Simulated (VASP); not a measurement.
## How plane-wave cutoff and k-mesh change a VASP run on InBi

How sensitive are energy, pressure and forces of InBi to the plane-wave cutoff and k-mesh? The atoms are off their equilibrium sites, so that forces can be compared too. The series runs use LDA. The plane-wave cutoff tried: ENCUT = 150; ENCUT = 180; ENCUT = 220; ENCUT = 240; ENCUT = 280; ENCUT = 320; ENCUT = 390; ENCUT = 490. The k-mesh tried: 2 2 2; 3 3 3; 4 4 4; 5 5 5; 7 7 7; 9 9 9; 11 11 11. The atoms of the start are displaced at random from the sites of a F-43m cell.

Program: VASP 6.6.1. Level of theory: LDA; plane waves and PAW (In_d, Bi_d). Results are calculated unless marked as measured.

Most raw output is cut from this account.

### 1. The starting structure

The structure is monoclinic, space group Cm (No. 8). That holds within 0.01 Å; VASP, at its tighter tolerance, finds 1 operation. Conventional cell: a = 8.288 Å, b = 4.785 Å, c = 4.785 Å, α = 90.00°, β = 125.26°, γ = 90.00°. Nearest to In lie 4 Bi at 2.86 to 3.00 Å. Bi has 4 In at 2.86 to 3.00 Å nearest. Farther neighbours are not listed. That group holds within 0.01 Å; judged at 0.001 Å it is P1 (No. 1).

### 2. Plane-wave cutoff: ENCUT = 150

The basis grows with ENCUT, and energy and stress both move with it. LDA, the lowest rung, knows the local density alone.

File INCAR:

```
SYSTEM = InBi
PREC = Accurate
ENCUT = 150
EDIFF = 1E-06
NELM = 100
ISMEAR = -1
SIGMA = 0.05
LREAL = .FALSE.
ALGO = Normal
GGA = CA
NBANDS = 20
LORBIT = 11
LWAVE = .FALSE.
LCHARG = .FALSE.
KPAR = 2
ISIF = 2
```

File POSCAR:

```
InBi
1.0
    0.0000000000      3.3835383100      3.3835383100
    3.3835383100      0.0000000000      3.3835383100
    3.3835383100      3.3835383100      0.0000000000
In Bi
1 1
Direct
    0.0017960000      0.0071830000      0.0023630000
    0.2508020000      0.2571210000      0.2348280000
```

File KPOINTS:

```
Automatic mesh
0
Gamma
7 7 7
0 0 0
```

The projector-augmented-wave data sets are In_d and Bi_d (PBE family, release 64).

Run with:

```bash
$ mpirun -np 2 vasp_std
```

It took 12 s on 2 MPI ranks of AMD EPYC 9R14 (Zen 4), shared host; peak memory 0.24 GiB; 24 s of CPU time.

The k-mesh is coarse for a metal. The PAW data sets were made with PBE, though LDA sets exist; this is a small mismatch.

Numbers from this step:

* electronic steps: 12
* electrons: 28
* bands: 20
* irreducible k points: 172
* symmetry operations: 1
* free energy (TOTEN): 2.221 eV
* energy at zero smearing: 2.224 eV
* Fermi energy: 3.972 eV
* pressure: -224.8 GPa
* metallic: yes

The series starts at 1.1118 eV an atom and -224.77 GPa, after 12 cycles in 12 s.

### 3. Plane-wave cutoff: ENCUT = 180

INCAR, as its differences from that of step 2:

```diff
@@ -2,3 +2,3 @@
 PREC = Accurate
-ENCUT = 150
+ENCUT = 180
 EDIFF = 1E-06
```

POSCAR is that of step 2.

KPOINTS is that of step 2.

Run with:

```bash
$ mpirun -np 2 vasp_std
```

Wall time 18 s (2 MPI ranks); peak memory 0.27 GiB; 36 s of CPU time.

Against the run before the energy moves by -4402.92 meV an atom and the pressure by +171.79 GPa, after 12 cycles in 18 s.

### 4. Plane-wave cutoff: ENCUT = 220

INCAR, as its differences from that of step 3:

```diff
@@ -2,3 +2,3 @@
 PREC = Accurate
-ENCUT = 180
+ENCUT = 220
 EDIFF = 1E-06
```

POSCAR is that of step 3.

KPOINTS is that of step 3.

Run with:

```bash
$ mpirun -np 2 vasp_std
```

It took 20 s on 2 MPI ranks; peak memory 0.3 GiB; 38 s of CPU time.

Against the run before the energy moves by -545.85 meV an atom and the pressure by +46.61 GPa, after 12 cycles in 20 s.

### 5. Plane-wave cutoff: ENCUT = 240

INCAR, as its differences from that of step 4:

```diff
@@ -2,3 +2,3 @@
 PREC = Accurate
-ENCUT = 220
+ENCUT = 240
 EDIFF = 1E-06
```

POSCAR is that of step 4.

KPOINTS is that of step 4.

Run with:

```bash
$ mpirun -np 2 vasp_std
```

It took 21 s on 2 MPI ranks; peak memory 0.32 GiB.

Against the run before the energy moves by -20.15 meV an atom and the pressure by +3.98 GPa, after 12 cycles in 21 s.

### 6. Plane-wave cutoff: ENCUT = 280

INCAR, as its differences from that of step 5:

```diff
@@ -2,3 +2,3 @@
 PREC = Accurate
-ENCUT = 240
+ENCUT = 280
 EDIFF = 1E-06
```

POSCAR is that of step 5.

KPOINTS is that of step 5.

Run with:

```bash
$ mpirun -np 2 vasp_std
```

Elapsed: 31 s, on 2 MPI ranks; peak memory 0.38 GiB.

Against the run before the energy moves by -0.36 meV an atom and the pressure by +0.61 GPa, after 12 cycles in 31 s.

### 7. Plane-wave cutoff: ENCUT = 320

INCAR, as its differences from that of step 6:

```diff
@@ -2,3 +2,3 @@
 PREC = Accurate
-ENCUT = 280
+ENCUT = 320
 EDIFF = 1E-06
```

POSCAR is that of step 6.

KPOINTS is that of step 6.

Run with:

```bash
$ mpirun -np 2 vasp_std
```

The job ended after 33 s (2 MPI ranks; peak memory 0.41 GiB; 63 s of CPU time).

Against the run before the energy moves by +0.39 meV an atom and the pressure by -0.34 GPa, after 12 cycles in 33 s.

### 8. Plane-wave cutoff: ENCUT = 390

INCAR, as its differences from that of step 7:

```diff
@@ -2,3 +2,3 @@
 PREC = Accurate
-ENCUT = 320
+ENCUT = 390
 EDIFF = 1E-06
```

POSCAR is that of step 7.

KPOINTS is that of step 7.

Run with:

```bash
$ mpirun -np 2 vasp_std
```

It took 41 s on 2 MPI ranks; peak memory 0.5 GiB; 80 s of CPU time.

Against the run before the energy moves by +0.31 meV an atom and the pressure by +0.42 GPa, after 12 cycles in 41 s.

### 9. Plane-wave cutoff: ENCUT = 490

INCAR, as its differences from that of step 8:

```diff
@@ -2,3 +2,3 @@
 PREC = Accurate
-ENCUT = 390
+ENCUT = 490
 EDIFF = 1E-06
```

POSCAR is that of step 8.

KPOINTS is that of step 8.

Run with:

```bash
$ mpirun -np 2 vasp_std
```

Elapsed: 70 s, on 2 MPI ranks; peak memory 0.66 GiB; 2.3 min of CPU time.

Against the run before the energy moves by -0.30 meV an atom and the pressure by +0.05 GPa, after 12 cycles in 70 s.

### 10. The plane-wave cutoff series as a table

This step: convergence of LDA results with the cutoff; plane waves and PAW (VASP 6.6.1).

Derived from the runs above.

Differences are taken from the run with ENCUT = 490. Results of the series, by row:

```csv
setting,status,energy less the reference (meV/atom),pressure (GPa),largest force difference (meV/Å),SCF cycles,wall time (s)
ENCUT = 150,converged,4969,-224.8,411.4,12,12.4
ENCUT = 180,converged,566,-52.98,33.51,12,18.4
ENCUT = 220,converged,20.11,-6.375,1.889,12,19.8
ENCUT = 240,converged,-0.03925,-2.392,1.127,12,21
ENCUT = 280,converged,-0.4,-1.784,0.263,12,31
ENCUT = 320,converged,-0.00979,-2.129,0.127,12,33
ENCUT = 390,converged,0.3023,-1.711,0.384,12,41
ENCUT = 490,converged,0,-1.659,0,12,70
```

### 11. K-mesh: 2 2 2

This step: LDA; plane waves and PAW (In_d, Bi_d) (VASP 6.6.1).

The sum over the zone converges with the mesh, fast for insulators and slowly for metals.

INCAR, as its differences from that of step 9:

```diff
@@ -2,3 +2,3 @@
 PREC = Accurate
-ENCUT = 490
+ENCUT = 400
 EDIFF = 1E-06
@@ -14,3 +14,3 @@
 LCHARG = .FALSE.
-KPAR = 2
+NCORE = 2
 ISIF = 2
```

POSCAR is that of step 9.

File KPOINTS:

```
Automatic mesh
0
Gamma
2 2 2
0 0 0
```

Run with:

```bash
$ mpirun -np 2 vasp_std
```

Wall time 2.8 s (2 MPI ranks); peak memory 0.21 GiB; 4.4 s of CPU time.

Numbers from this step:

* irreducible k points: 8
* free energy (TOTEN): -6.103 eV
* energy at zero smearing: -6.089 eV
* Fermi energy: 4.019 eV
* pressure: 4.021 GPa

The series starts at -3.0444 eV an atom and 4.02 GPa, after 12 cycles in 2.8 s.

### 12. K-mesh: 3 3 3

INCAR, as its differences from that of step 11:

```diff
@@ -14,3 +14,3 @@
 LCHARG = .FALSE.
-NCORE = 2
+KPAR = 2
 ISIF = 2
```

POSCAR is that of step 11.

File KPOINTS:

```
Automatic mesh
0
Gamma
3 3 3
0 0 0
```

Run with:

```bash
$ mpirun -np 2 vasp_std
```

The job ended after 4.6 s (2 MPI ranks; peak memory 0.25 GiB).

Against the run before the energy moves by -588.27 meV an atom and the pressure by -4.34 GPa, after 12 cycles in 4.6 s.

### 13. K-mesh: 4 4 4

INCAR is that of step 12.

POSCAR is that of step 12.

File KPOINTS:

```
Automatic mesh
0
Gamma
4 4 4
0 0 0
```

Run with:

```bash
$ mpirun -np 2 vasp_std
```

The job ended after 10 s (2 MPI ranks; peak memory 0.29 GiB).

Against the run before the energy moves by -153.28 meV an atom and the pressure by -0.95 GPa, after 12 cycles in 10 s.

### 14. K-mesh: 5 5 5

INCAR is that of step 13.

POSCAR is that of step 13.

File KPOINTS:

```
Automatic mesh
0
Gamma
5 5 5
0 0 0
```

Run with:

```bash
$ mpirun -np 2 vasp_std
```

Elapsed: 16 s, on 2 MPI ranks; peak memory 0.33 GiB; 30 s of CPU time.

Against the run before the energy moves by -45.29 meV an atom and the pressure by -0.25 GPa, after 12 cycles in 16 s.

### 15. K-mesh: 7 7 7

INCAR is that of step 14.

POSCAR is that of step 14.

File KPOINTS:

```
Automatic mesh
0
Gamma
7 7 7
0 0 0
```

Run with:

```bash
$ mpirun -np 2 vasp_std
```

Elapsed: 41 s, on 2 MPI ranks; peak memory 0.52 GiB.

Against the run before the energy moves by -25.52 meV an atom and the pressure by -0.15 GPa, after 12 cycles in 41 s.

### 16. K-mesh: 9 9 9

INCAR is that of step 15.

POSCAR is that of step 15.

File KPOINTS:

```
Automatic mesh
0
Gamma
9 9 9
0 0 0
```

Run with:

```bash
$ mpirun -np 2 vasp_std
```

Wall time 86 s (2 MPI ranks); peak memory 0.85 GiB.

Against the run before the energy moves by -5.41 meV an atom and the pressure by -0.04 GPa, after 12 cycles in 86 s.

### 17. K-mesh: 11 11 11

INCAR is that of step 16.

POSCAR is that of step 16.

File KPOINTS:

```
Automatic mesh
0
Gamma
11 11 11
0 0 0
```

Run with:

```bash
$ mpirun -np 2 vasp_std
```

It took 2.5 min on 2 MPI ranks; peak memory 1.4 GiB; 5.1 min of CPU time.

Against the run before the energy moves by -1.19 meV an atom and the pressure by -0.02 GPa, after 12 cycles in 2.5 min.

### 18. The k-mesh series as a table

This step: convergence of LDA results with the mesh; plane waves and PAW (VASP 6.6.1).

No new run; the numbers come from the runs before.

Differences are taken from the run with 11 11 11. Results of the series, by row:

```csv
setting,status,energy less the reference (meV/atom),pressure (GPa),largest force difference (meV/Å),SCF cycles,wall time (s)
2 2 2,converged,819,4.021,187.6,12,2.8
3 3 3,converged,230.7,-0.3164,75.16,12,4.6
4 4 4,converged,77.43,-1.264,13.04,12,10
5 5 5,converged,32.13,-1.512,34.55,12,15.8
7 7 7,converged,6.608,-1.663,22.35,12,41
9 9 9,converged,1.195,-1.705,9.336,12,86
11 11 11,converged,0,-1.724,0,12,153
```

### 19. Results

| Quantity | Value |
| --- | --- |
| plane-wave cutoff from which the energy stays within 10 meV/atom of the reference | ENCUT = 240 |
| plane-wave cutoff from which the energy stays within 1 meV/atom of the reference | ENCUT = 240 |
| plane-wave cutoff from which the pressure stays within 0.2 GPa of the reference | ENCUT = 390 |
| spread of the pressure over the plane-wave cutoff | 223 GPa |
| spread of the energy over the plane-wave cutoff | 4969 meV/atom |
| k-mesh from which the energy stays within 10 meV/atom of the reference | 7 7 7 |
| k-mesh from which the energy stays within 1 meV/atom of the reference | none before the reference itself |
| k-mesh from which the pressure stays within 0.2 GPa of the reference | 7 7 7 |
| spread of the pressure over the k-mesh | 5.74 GPa |
| spread of the energy over the k-mesh | 819 meV/atom |

What this shows: From ENCUT = 240 on, the energy stays within 1 meV an atom of the reference, at 30 % of its time. The pressure holds within 0.2 GPa from ENCUT = 390 on. These cutoffs are 0.6 to 2 times the default of the data sets, about 240 eV; at the default the run is off by -0.0 meV an atom, -0.73 GPa, 1.1 meV/Å in forces, and at 1.3 times by -0.0 meV an atom, -0.47 GPa, 0.1 meV/Å in forces. Energy differences between like cells converge faster than these totals. No run before the reference (11 11 11) settles within 1 meV an atom of it; the nearest step is off by +1.2 meV an atom, +0.02 GPa, 9.3 meV/Å in forces. The pressure holds within 0.2 GPa from 7 7 7 on. A metal's Fermi surface slows this convergence. Differences are taken from the run with ENCUT = 490, which is itself not the exact limit. The runs at ENCUT = 150; ENCUT = 180; ENCUT = 220 are over 30 meV an atom or 2 GPa off and describe the material poorly. The runs at 2 2 2; 3 3 3; 4 4 4; 5 5 5 are over 30 meV an atom or 2 GPa off and describe the material poorly.

[Lines on the potential files, build, host, timing and source positions are cut from VASP's logs without a mark.]

[Logs are printed without paths, hosts, clocks, repeated set-up lines and the standing remarks that a program may print on its own settings, such as how far it seeks lower states.]

[Hosts, paths, dates, database ids (printed as entryN), source tags and the programs' standing remarks are cut or masked in the printed files.]

[A measured line is paired with the nearest computed mode of its activity, which favours agreement.]

[In band tables of VASP the shares of atoms and orbitals are scaled to a sum of 1 inside the atoms' spheres.]
